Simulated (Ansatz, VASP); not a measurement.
# Cross-check of Ca2C between VASP and Ansatz, part 2 of 2

Aim: how closely do two programs agree when they are given the same cell, functional and k mesh? The cell is generated by rule, not measured, and may not be a known phase. The cell is taken from a series of runs on this material, whose earlier steps may have relaxed, scaled, displaced or heated it; both programs get it as it stands. Other levels of theory on this material are compared in a session of their own.

VASP 6.6.1 and Ansatz 0.2.0.

So far: The starting structure; VASP: zone-centre phonons, PBEsol.

The structure was built from a prototype and need not be the compound's stable phase.

## 3. Ansatz: zone-centre phonons, PBEsol

Level of this step: Ansatz beside VASP: Kohn-Sham DFT, plane waves, PBEsol (Ansatz).

Ansatz runs on its default PAW (the set named soft_2) files.

The same cell, functional, mesh and smearing now go to Ansatz, which takes its cutoff from its data sets.

Contents of input.yaml:

```yaml
crystal:
  lattice:
    - [0.0, 3.1025879259, 3.1025879259]
    - [3.1025879259, 0.0, 3.1025879259]
    - [3.1025879259, 3.1025879259, 0.0]
  atoms:
    - { symbol: C, position: [0.0, 0.0, 0.0] }
    - { symbol: Ca, position: [0.25, 0.25, 0.25] }
    - { symbol: Ca, position: [0.75, 0.75, 0.75] }
kpoints:
  mp_grid: { grid: [12, 12, 12] }
hamiltonian:
  xc: pbesol
scf:
  occupations: { method: gaussian, width: 0.01 }
output:
  eigenvalues: true
phonons:
  method: dfpt
```

Run with:

```bash
$ ansatz run input.yaml --threads 4 --pin off --max-ram 7168MiB --backend cpu --events-out ev --progress --plain --runs-dir out
```

Numbers of over 12 decimals in the logs are rounded to 6 here.

The program printed:

```text
zone centre: on kpoints.mp_grid the ground state, and the responses unless they are solved on pairs of k-points, stand on 163 of the mesh's 1728 k-points, reduced under 8 symmetry operations, with k and −k counted as one. Each operation leaves every solved displacement unchanged or reverses it
Engine: ansatz 0.2.0, aarch64-unknown-linux-gnu
Pseudopotentials: kind: paw
Pseudopotential: C, paw, valence charge 4, recommended cutoff 420 eV (normal), C.paw.azcp
Pseudopotential: Ca, paw, valence charge 10, recommended cutoff 420 eV (normal), Ca.paw.azcp
Functional definition: PBEsol
  exchange = pbesol_x
  correlation = pbesol_c
Crystal: 3 atoms, lattice volume = 59.731 Å³
Basis set: ecut = 420 eV, 1211 PW (Γ), exchange–correlation on 60×60×60 points (8 copies of the dense FFT grid, shifted against one another)
Bands: 16, of which v1, the nominal top of the filled ones, is band 12 counted from 1 (11 counted from 0)
Symmetry: 48 space group operations
k-points: 163 of 1728 (irreducible under 8 space group operations, time reversal used)
Non-local potential: C, projectors of the file, l = 0: 2, l = 1: 2, l = 2: 1
Non-local potential: Ca, projectors of the file, l = 0: 3, l = 1: 2, l = 2: 2
PAW form: soft (Blöchl's): semilocal exchange-correlation on the pseudo side does not see the compensation charge
PAW frozen core: C, regenerated for the run's functional, and the local potential with it (the file was generated under x = pbe(κ = 0.804, μ = 0.219515), c = pbe(β = 0.066725))
PAW frozen core: Ca, regenerated for the run's functional, and the local potential with it (the file was generated under x = pbe(κ = 0.804, μ = 0.219515), c = pbe(β = 0.066725))
PAW one-centre angular grid: C, 110 points (default); XC on 64 Gauss nodes
PAW one-centre angular grid: Ca, 110 points (default); XC on 64 Gauss nodes
Initial density: superposition of atomic densities (neutral atoms: chi_scale 0, normalization atom), corrected by the library's trained network
Initial wavefunctions: pseudopotential atomic-orbital guess
Functional: x = pbesol(κ = 0.804, μ = 0.123457), c = pbesol(β = 0.046)
SCF iter   1: F=—  HF=-3833.247218 eV  |F-HF|=—  |Δ(HF+E_count)|=         —  Δρ=3.94e-3  dr2=9.15e-3  ethr=1.77e-3  ⟨swp⟩=6.8  Hψ=15918  notcnv=0
preconditioner: auto → none  [insulator: Δε(μ)=0.150 eV  Ē_g=5.507 eV  σ=0.010 eV  W_gap=1.00  n_scr=14 (ndim 8)  ℏωp=13.6 eV  f_vac=0.000  D(μ)=0.00/eV (n_scr^D=0)  ε∞_Penn≈7.1]
SCF iter   2: F=—  HF=-3833.245921 eV  |F-HF|=—  |Δ(HF+E_count)|=   1.30e-3  Δρ=1.58e-3  dr2=1.53e-3  ethr=3.81e-5  ⟨swp⟩=3.0  Hψ=6445  notcnv=0
SCF iter   3: F=—  HF=-3833.246350 eV  |F-HF|=—  |Δ(HF+E_count)|=   4.28e-4  Δρ=1.39e-3  dr2=2.20e-3  ethr=6.36e-6  ⟨swp⟩=2.0  Hψ=3913  notcnv=0
SCF iter   4: F=—  HF=-3833.245947 eV  |F-HF|=—  |Δ(HF+E_count)|=   4.03e-4  Δρ=2.84e-4  dr2=3.76e-5  ethr=6.36e-6  ⟨swp⟩=2.0  Hψ=3876  notcnv=0
SCF iter   5: F=—  HF=-3833.245956 eV  |F-HF|=—  |Δ(HF+E_count)|=   9.55e-6  Δρ=1.27e-4  dr2=2.23e-5  ethr=1.57e-7  ⟨swp⟩=2.0  Hψ=3227  notcnv=0
SCF iter   6: F=—  HF=-3833.245953 eV  |F-HF|=—  |Δ(HF+E_count)|=   2.73e-6  Δρ=4.31e-5  dr2=2.55e-6  ethr=9.30e-8  ⟨swp⟩=2.0  Hψ=3004  notcnv=0
SCF iter   7: F=—  HF=-3833.245953 eV  |F-HF|=—  |Δ(HF+E_count)|=   3.17e-7  Δρ=5.91e-6  dr2=4.68e-8  ethr=1.06e-8  ⟨swp⟩=2.0  Hψ=3087  notcnv=0
SCF iter   8: F=—  HF=-3833.245953 eV  |F-HF|=—  |Δ(HF+E_count)|=   8.44e-9  Δρ=4.09e-7  dr2=2.00e-10  ethr=1.95e-10  ⟨swp⟩=2.0  Hψ=3202  notcnv=0
SCF iter   9: F=-3833.245953 eV  HF=-3833.245953 eV  |F-HF|=9.09e-13  |Δ(HF+E_count)|=  2.14e-11  Δρ=2.98e-8  dr2=9.75e-13  ethr=1.00e-12  ⟨swp⟩=4.0  Hψ=11814  notcnv=0
SCF 1 converged in 9 iterations: F = -3833.245953 eV  dr2 = 9.75e-13
  greatest PAW one-centre occupation: 0.996 electrons in one spin orbital (limit 2), on the Ca atom at site 2 (counted from 0), in its partial waves of l = 0
DFPT response loops at Γ: preconditioner auto → none (the input reference at scf.mixing.eps_inf says where Resta's filter doesn't serve); β = 0.50; Broyden in place of MSR1
SCF converged after 9 iterations
Free energy (F): -3833.245953 eV
Harris-Foulkes:  -3833.245953 eV  (|F-HF|=9.09e-13)
Internal energy: -3833.245953 eV  (E = F + TS)
E sigma→0 (E₀):  -3833.245953 eV
Fermi energy:    7.910779 eV
--- Per-component energies (eV) ---
  E_band       = -246.274125
  E_kinetic    = 642.082787
  E_local      = -1477.988668  (includes V_loc(G=0)·N_el)
  E_nonlocal   = 156.256642
  E_hartree    = 484.336595
  E_xc         = -319.180071
  E_vxc        = -399.831762  (∫ρ·V_xc dr)
  E_paw        = -1768.179777  (= ΣΔE_a)
  E_vpaw       = -135.466314  (= ΣTr[D̂ρ^β])
  E_aug_tail   = -0.000007  (compensation charges beyond the density's cutoff)
  E_ewald      = -1550.832143
  E_core_change = 0.258689  (= ΣΔE_core)
  E_smearing   = -0.000000  (= −TS)
  E_closure    = -0.000000  (closes the sum)
  Σ components = -3833.245953   (vs F -3833.245953, Δ=0.00e0)
--- Band table (eV; the first three rows and the last of 163) ---
  k-point 0: bands = [... 8 lower, -0.5619, 6.6907, 6.6907, 6.6907, 8.6942, 9.6384, 9.6384, 13.7406]
  k-point 1: bands = [... 8 lower, -0.5177, 6.5130, 6.7315, 6.7315, 9.0250, 9.6821, 9.6821, 13.3153]
  k-point 2: bands = [... 8 lower, -0.3970, 6.2034, 6.8463, 6.8463, 9.7584, 9.8137, 9.8137, 12.6590]
  k-point 162: bands = [... 8 lower, 0.2472, 6.6721, 6.6721, 7.6377, 8.3184, 10.8592, 10.8592, 12.1022]
--- Phonons (Γ-DFPT): 2 representative perturbations + reference, on 163 of 1728 k-points (Σ response iterations 6) ---
  k mesh reduced under 8 symmetry operations, with k and −k counted as one. Each operation leaves every solved displacement unchanged or reverses it
  ASR residual: 2.037e-5 → 0.000e0 eV/Å²; symmetrization residual: 3.613e-7 eV/Å²
  ASR residual per site (eV/Å²): 2.04e-5 6.40e-6 6.40e-6
  Γ frequencies (cm⁻¹): 0.00 0.00 0.00 224.53 224.53 224.53 251.36 251.36 251.36
  non-analytic LO–TO correction: not included (Born effective charges unavailable; polar crystals: no LO–TO splitting at Γ)
```

In the SCF lines HF is the Harris–Foulkes energy and dr2 the Hartree energy of the density residual, in eV; the loop may stop once dr2 is under the threshold and the program's other checks hold. Hψ counts applications of the Hamiltonian.

## 4. Side by side

Known differences besides the potentials themselves: the cutoff is 420 eV in Ansatz and 600 eV in VASP; Ansatz makes its cores anew for this functional, VASP keeps those of its PBE data sets. Total energies have different zeros and are not compared.

Both answers:

| quantity | Ansatz | VASP | difference |
| --- | --- | --- | --- |
| optical mode 1 to 3 (cm⁻¹) | 224.5 | 225.7 | -0.51 % |
| optical mode 4 to 6 (cm⁻¹) | 251.4 | 254.1 | -1.08 % |

Modes are paired by rising frequency, not by their patterns, so a pair may set unlike modes beside each other; they are those without the splitting of longitudinal modes.

## 5. What came out

```
r.m.s. difference of the optical zone-centre modes, each program's sorted by frequency (zone-centre phonons, PBEsol) : 2.1 cm⁻¹
difference in optical mode 4 to 6 (zone-centre phonons, PBEsol)                                                      : -1.1 %
```

**Reading.** The r.m.s. difference of the optical zone-centre modes, each program's sorted by frequency is 2.1 cm⁻¹ (zone-centre phonons, PBEsol). Among the rows given in per cent, the largest difference of the zone-centre phonons, PBEsol pair is in optical mode 4 to 6, -1.1 %. 6 further runs of this series are not shown here. Such differences can come from data sets, numerical settings and the points named under the comparisons, not from the functional's error against experiment.

[Lines on the potential files, build, host, timing and source positions are cut from VASP's logs without a mark.]

[Logs are printed without paths, hosts, clocks, repeated set-up lines and the standing remarks that a program may print on its own settings, such as how far it seeks lower states.]

[Hosts, paths, dates, database ids (printed as entryN), source tags and the programs' standing remarks are cut or masked in the printed files.]
